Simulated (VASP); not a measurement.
# OAlClH2 in VASP: a series of runs, part 2 of 2

VASP 6.6.1. The steps go on from the part before.

### 3 Relaxation of the atoms, PBE (atoms moved at random, drawn with an rms of 0.02 Å)

The input, INCAR:

```
SYSTEM = AlH2ClO
  PREC = Accurate
  ENCUT = 520
  EDIFF = 1E-6
  ISMEAR = 0
  SIGMA = 0.01
  LREAL = .False.
  LASPH = .True.
  NELM = 60
  ALGO = Normal
  ISIF = 2
  LWAVE = .False.
  LCHARG = .False.
  GGA = PE
  IBRION = 2
  NSW = 40
  EDIFFG = -0.02
```

The input, KPOINTS:

```
Automatic mesh
0
Gamma
  1 1 1
  0 0 0
```

The input, POSCAR:

```
AlH2ClO
1.0
   13.0000000000      0.0000000000      0.0000000000
    0.0000000000     13.0000000000      0.0000000000
    0.0000000000      0.0000000000     11.0000000000
O Al Cl H
1 1 1 2
Direct
    0.4318300000      0.5398060000      0.4574670000
    0.5495510000      0.5276000000      0.5154290000
    0.6025190000      0.3807010000      0.5635980000
    0.3824760000      0.4857240000      0.4427720000
    0.6173070000      0.6238730000      0.5346450000
```

Potentials or basis: VASP PAW PBE potentials, release 64 (O, Al, Cl, H).

On the command line:

```bash
> cat potpaw_PBE.64/O/POTCAR potpaw_PBE.64/Al/POTCAR potpaw_PBE.64/Cl/POTCAR potpaw_PBE.64/H/POTCAR > POTCAR
> mpirun -np 1 vasp_gam > vasp.out
```

OUTCAR:

```text
SYSTEM = AlH2ClO
   PREC = Accurate
   ENCUT = 520
   EDIFF = 1E-6
   ISMEAR = 0
   LREAL = .False.
   LASPH = .True.
   NELM = 60
   ISIF = 2
   GGA = PE
   IBRION = 2
   NSW = 40
   EDIFFG = -0.02

 ion  position               nearest neighbor table
   1  0.432  0.540  0.457-   4 0.97   2 1.67
   2  0.550  0.528  0.515-   5 1.54   1 1.67   3 2.10
   3  0.603  0.381  0.564-   2 2.10
   4  0.382  0.486  0.443-   1 0.97
   5  0.617  0.624  0.535-   2 1.54

  LATTYP: Found a simple tetragonal cell.
 ALAT       =    13.0000000000
 C/A-ratio  =     0.8461538462

  Lattice vectors:

 A1 = (  13.0000000000,   0.0000000000,   0.0000000000)
 A2 = (   0.0000000000,  13.0000000000,   0.0000000000)
 A3 = (   0.0000000000,   0.0000000000,  11.0000000000)

Analysis of symmetry for initial positions (statically):
=====================================================================
 Subroutine PRICEL returns:
 Original cell was already a primitive cell.

 Routine SETGRP: Setting up the symmetry group for a
 simple tetragonal supercell.

 Subroutine GETGRP returns: Found  1 space group operations
 (whereof  1 operations were pure point group operations)
 out of a pool of 16 trial point group operations.

The static configuration has the point symmetry C_1 .

Analysis of symmetry for dynamics (positions and initial velocities):
=====================================================================
 Subroutine PRICEL returns:
 Original cell was already a primitive cell.

 Routine SETGRP: Setting up the symmetry group for a
 simple tetragonal supercell.

 Subroutine GETGRP returns: Found  1 space group operations
 (whereof  1 operations were pure point group operations)
 out of a pool of 16 trial point group operations.

The dynamic configuration has the point symmetry C_1 .

 Subroutine INISYM returns: Found  1 space group operations
 (whereof  1 operations are pure point group operations),
[... 105 lines left out ...]
   AEXX    =    0.0000 exact exchange contribution
   IVDW    =     0    specifies the selected vdW correction
   LEPSILON=     F    determine dielectric tensor
   LRPA    =     F    only Hartree local field effects (RPA)
 conjugate gradient relaxation of ions
 non-spin polarized calculation
 Gauss-broadening in eV      SIGMA  =   0.01
  energy-cutoff  :      520.00
  volume of cell :     1859.00
 maximum number of plane-waves:     25047
 NGX is ok and might be reduce to    98
   NGX = 49   NGY = 49   NGZ = 41

--------------------------------------- Ionic step        1  -------------------------------------------

 number of electron      18.0000000 magnetization

 Free energy of the ion-electron system (eV)
  ---------------------------------------------------
  ext. energy  EPLUGINS =         0.00000000
  ---------------------------------------------------
  free energy    TOTEN  =       -21.95841756 eV

  energy without entropy =      -21.95841756  energy(sigma->0) =      -21.95841756

------------------------ aborting loop because EDIFF is reached ----------------------------------------

  FORCE on cell =-STRESS in cart. coord.  units (eV):
  Direction    XX          YY          ZZ          XY          YZ          ZX
  --------------------------------------------------------------------------------------
  -------------------------------------------------------------------------------------
  Total        1.4310044      0.6141911      0.2007880     -0.0628949     -0.1102544      0.6167072
  in kB        1.2333098      0.5293400      0.1730490     -0.0542059     -0.0950227      0.5315085
  external PRESSURE =       0.6452329 kB  Pullay stress =       0.0000000 kB
[... 98 lines left out ...]
  FREE ENERGIE OF THE ION-ELECTRON SYSTEM (eV)
  ---------------------------------------------------
  free  energy   TOTEN  =       -21.9711631415 eV

  energy  without entropy=      -21.9711631415  energy(sigma->0) =      -21.97116314

[... ionic steps 4 to 10 ...]

--------------------------------------- Ionic step       11  -------------------------------------------

 number of electron      17.9999998 magnetization

------------------------ aborting loop because EDIFF is reached ----------------------------------------
[... 73 lines left out ...]
--------------------------------------- Ionic step       13  -------------------------------------------

 number of electron      17.9999999 magnetization

 Free energy of the ion-electron system (eV)
  ---------------------------------------------------
  ext. energy  EPLUGINS =         0.00000000
  ---------------------------------------------------
  free energy    TOTEN  =       -21.98006019 eV

  energy without entropy =      -21.98006019  energy(sigma->0) =      -21.98006019

 E-fermi :  -7.4236     XC(G=0):  -0.7058

 val. band max:       -7.4732961094   @ k =   0.0000   0.0000   0.0000
 cond. band min:      -1.3889910228   @ k =   0.0000   0.0000   0.0000
 fundamental gap:      6.0843050866
 Fermi energy:        -7.4235622197

 k-point     1 :       0.0000    0.0000    0.0000
  band No.  band energies     occupation
      1     -24.3074      2.00000
      2     -20.0518      2.00000
      3     -12.4323      2.00000
      4      -9.9831      2.00000
      5      -8.4186      2.00000
      6      -8.0558      2.00000
      7      -7.9415      2.00000
      8      -7.5867      2.00000
      9      -7.4733      2.00000
     10      -1.3890      0.00000
     11      -1.2130      0.00000
     12      -0.0542      0.00000
     13       0.0736      0.00000
[... 30 lines left out ...]
  FREE ENERGIE OF THE ION-ELECTRON SYSTEM (eV)
  ---------------------------------------------------
  free  energy   TOTEN  =       -21.9800601880 eV

  energy  without entropy=      -21.9800601880  energy(sigma->0) =      -21.98006019

 reached required accuracy - stopping structural energy minimisation
```

It took 6.3 min on 1 thread of AMD EPYC 9R45 (Zen 5), shared host; peak memory 1.6 GiB.

Results:

```
Free energy                     : -21.9801 eV
Energy gained by relaxing       : 4.3 meV/atom
Ionic steps                     : 13
Largest force after relaxing    : 0.008 eV/Å
Gap between the frontier levels : 6.08 eV
```

Forces in eV/Å, atoms in the order of the input:
```
O    0.000 -0.002  0.005
Al  -0.003 -0.006  0.000
Cl   0.005  0.005  0.002
H   -0.003  0.005 -0.006
H    0.001 -0.002 -0.002
```

Step by step:
```csv
step,energy change (eV),largest force (eV/Å),pressure (GPa)
1,0.0000,0.9005,0.06
2,0.0187,2.0021,0.01
3,-0.0127,0.5029,0.04
4,-0.0073,1.0142,-0.04
5,-0.0185,0.2349,0.01
6,-0.0212,0.0757,-0.01
7,-0.0212,0.0565,-0.01
8,-0.0214,0.0330,-0.01
9,-0.0214,0.0436,-0.01
10,-0.0215,0.0677,-0.01
11,-0.0215,0.0653,-0.01
12,-0.0216,0.0466,-0.01
13,-0.0216,0.0083,-0.01
```

Final structure:
```
CELL_PARAMETERS angstrom
13.00000 0.00000 0.00000
0.00000 13.00000 0.00000
0.00000 0.00000 11.00000
ATOMIC_POSITIONS crystal
O 0.42995 0.54139 0.45628
Al 0.54956 0.52666 0.51617
Cl 0.60365 0.37949 0.56420
H 0.38244 0.48528 0.44269
H 0.61807 0.62488 0.53458
```

Levels at points of the mesh, in eV from the valence-band top:
| k point | band 5 | band 6 | band 7 | band 8 | band 9 | band 10 | band 11 | band 12 | band 13 |
| --- | --- | --- | --- | --- | --- | --- | --- | --- | --- |
| (0.00, 0.00, 0.00) | -0.95 | -0.58 | -0.47 | -0.11 | 0.00 | 6.08 | 6.26 | 7.42 | 7.55 |

### 4 Atomic charges, PBE+TS

The input, INCAR:

```
SYSTEM = AlH2ClO
PREC = Accurate
ENCUT = 520
EDIFF = 1E-7
ISMEAR = 0
SIGMA = 0.01
LREAL = .False.
LASPH = .True.
NELM = 60
ALGO = Normal
ISIF = 2
LWAVE = .False.
LCHARG = .True.
GGA = PE
IVDW = 2
LORBIT = 11
LELF = .True.
LVHAR = .True.
LVACPOTAV = .True.
```

KPOINTS is that of step 3.

The input, POSCAR:

```
AlH2ClO
1.0
   13.0000000000      0.0000000000      0.0000000000
    0.0000000000     13.0000000000      0.0000000000
    0.0000000000      0.0000000000     11.0000000000
O Al Cl H
1 1 1 2
Direct
    0.4304538500      0.5409307700      0.4566318200
    0.5490000000      0.5266230800      0.5158954500
    0.6016076900      0.3796769200      0.5636500000
    0.3835769200      0.4855461500      0.4425318200
    0.6184230800      0.6235538500      0.5345045500
```

On the command line:

```bash
> cat potpaw_PBE.64/O/POTCAR potpaw_PBE.64/Al/POTCAR potpaw_PBE.64/Cl/POTCAR potpaw_PBE.64/H/POTCAR > POTCAR
> mpirun -np 1 vasp_gam > vasp.out
```

Wall time 81 s (1 thread of AMD EPYC 9R45 (Zen 5), shared host); peak memory 1.4 GiB.

The run converged. Its results:

| Property | Result |
| --- | --- |
| Free energy | -21.9919 eV |
| Largest force | 0.595 eV/Å |
| Gap between the frontier levels | 6.12 eV |
| Valence electrons inside the program's atomic spheres | O 5.17; Al 0.82; Cl 5.16; H 0.77, 0.56 |
| Hirshfeld charges | O -0.36; Al +0.52; Cl -0.19; H +0.15, -0.13 e |
| Dispersion energy per atom | -0.004 eV |

Forces in eV/Å, atoms in the order of the input:
```
O   -0.008  0.486 -0.068
Al   0.289  0.006  0.117
Cl   0.075 -0.161  0.052
H   -0.404 -0.422 -0.109
H    0.048  0.092  0.008
```

Levels at points of the mesh, in eV from the valence-band top:
| k point | band 7 | band 8 | band 9 | band 10 | band 11 | band 12 |
| --- | --- | --- | --- | --- | --- | --- |
| (0.00, 0.00, 0.00) | -0.47 | -0.15 | 0.00 | 6.12 | 6.31 | 7.46 |

A hybrid or GW would open this gap; PBE tends to underestimate it.

### 5 Electron localisation function, PBE

The input, INCAR:

```
SYSTEM = AlH2ClO
  ALGO = Normal
  EDIFF = 1E-6
  ENCUT = 520
  GGA = PE
  ISIF = 2
  ISMEAR = 0
  LASPH = .TRUE.
  LCHARG = .TRUE.
  LELF = .TRUE.
  LREAL = .FALSE.
  LWAVE = .FALSE.
  NELM = 100
  PREC = Accurate
  SIGMA = 0.01
```

The input, KPOINTS:

```
k-points
0
G
  1 1 1
  0 0 0
```

POSCAR is that of step 4.

On the command line:

```bash
> cat potpaw_PBE.64/O/POTCAR potpaw_PBE.64/Al/POTCAR potpaw_PBE.64/Cl/POTCAR potpaw_PBE.64/H/POTCAR > POTCAR
> mpirun -np 1 vasp_gam > vasp.out
```

Wall time 66 s (1 thread of AMD EPYC 9R45 (Zen 5), shared host); peak memory 1.2 GiB.

Results (log left out):

```yaml
Free_energy: -21.9718 eV
Largest_force: 0.596 eV/Å
Gap_between_the_frontier_levels: 6.12 eV
```

Forces on the atoms (eV/Å):
```
O    0.005  0.480 -0.061
Al   0.288  0.006  0.116
Cl   0.071 -0.150  0.049
H   -0.407 -0.421 -0.110
H    0.043  0.084  0.007
```

Levels at points of the mesh, in eV from the valence-band top:
| k point | band 5 | band 6 | band 7 | band 8 | band 9 | band 10 | band 11 | band 12 | band 13 |
| --- | --- | --- | --- | --- | --- | --- | --- | --- | --- |
| (0.00, 0.00, 0.00) | -0.97 | -0.61 | -0.47 | -0.15 | 0.00 | 6.12 | 6.31 | 7.46 | 7.55 |

### 6 Single point, PBE0+TS

POSCAR is that of step 5.

The input, INCAR.step1:

```
SYSTEM = AlH2ClO
PREC = Accurate
ENCUT = 520
EDIFF = 1E-5
ISMEAR = 0
SIGMA = 0.01
LREAL = .FALSE.
LASPH = .TRUE.
NELM = 60
ALGO = Normal
ISIF = 2
LWAVE = .TRUE.
LCHARG = .FALSE.
GGA = PE
```

The input, INCAR.step2:

```
SYSTEM = AlH2ClO
PREC = Accurate
ENCUT = 520
EDIFF = 1E-6
ISMEAR = 0
SIGMA = 0.01
LREAL = .FALSE.
LASPH = .TRUE.
NELM = 60
ALGO = Normal
ISIF = 2
LWAVE = .FALSE.
LCHARG = .FALSE.
GGA = PE
LHFCALC = .TRUE.
AEXX = 0.25
PRECFOCK = Fast
HFRCUT = -1
IVDW = 2
ISTART = 1
```

The input, KPOINTS:

```
regular mesh
0
G
  1 1 1
  0 0 0
```

Potentials or basis: VASP PAW PBE potentials, release 64 (O, Al, Cl, H).

On the command line:

```bash
> cat potpaw_PBE.64/O/POTCAR potpaw_PBE.64/Al/POTCAR potpaw_PBE.64/Cl/POTCAR potpaw_PBE.64/H/POTCAR > POTCAR
> cp INCAR.step1 INCAR
> mpirun -np 1 vasp_gam > vasp.out
> cp INCAR.step2 INCAR
> mpirun -np 1 vasp_gam > vasp.out
```

Wall time 2.5 min (1 thread of AMD EPYC 9R45 (Zen 5), shared host); peak memory 1.4 GiB.

The run converged. Its results:

| Quantity | Value |
| --- | --- |
| Free energy | -28.0610 eV |
| Largest force | 0.085 eV/Å |
| Gap between the frontier levels | 8.29 eV |
| Hirshfeld charges | O -0.38; Al +0.56; Cl -0.21; H +0.16, -0.13 e |
| Dispersion energy per atom | -0.003 eV |

Forces in eV/Å, atoms in the order of the input:
```
O    0.068  0.004  0.021
Al   0.053 -0.006  0.022
Cl  -0.021  0.072 -0.017
H   -0.078 -0.027 -0.019
H   -0.021 -0.044 -0.007
```

Levels at points of the mesh, in eV from the valence-band top:
```csv
k point,band 5,band 6,band 7,band 8,band 9,band 10,band 11,band 12,band 13
"(0.00, 0.00, 0.00)",-1.15,-0.74,-0.50,-0.26,0.00,8.29,8.40,9.20,9.46
```

Caveat: the PAW data sets were made with another functional, which shifts forces and pressure a little.

### 7 The reference run

An earlier run on the cell as given: functional PBE; potentials or basis VASP PAW PBE potentials, release 64 (O, Al, Cl, H); cutoff 520 eV; k mesh 1 × 1 × 1; occupations gaussian, width 0.01 eV; no spin polarisation.

* Largest force: 0.596 eV/Å
* Gap between the frontier levels: 6.12 eV

### 8 Summary

```tsv
task	level	cell	grid for exact exchange (PRECFOCK)	exchange at q = 0	gap on the mesh (eV)	largest force (eV/Å)
single point	PBE	atoms moved at random, drawn with an rms of 0.05 Å	-	-	6.02	1.84
relaxation of the atoms	PBE	atoms relaxed from: atoms moved at random, drawn with an rms of 0.02 Å	-	-	6.08	0.01
atomic charges	PBE+TS	as given	-	-	6.12	0.59
electron localisation function	PBE	as given	-	-	6.12	0.60
single point	PBE0+TS	as given	Fast	truncated	8.29	0.08
single point	PBE	as given	-	-	6.12	0.60
```

Alike in all rows: potentials or basis VASP PAW PBE potentials, release 64 (O, Al, Cl, H); no spin polarisation; k mesh 1 × 1 × 1; cutoff (eV) 520; smearing gaussian 0.01 eV.

On the cell as given the gap runs from 6.12 eV (PBE+TS) to 8.29 eV (PBE0+TS).

Caveats: the PAW data sets were made with another functional, which shifts forces and pressure a little (some runs).

Total energies depend on the potentials used, so only differences within one code and one set of settings carry meaning.
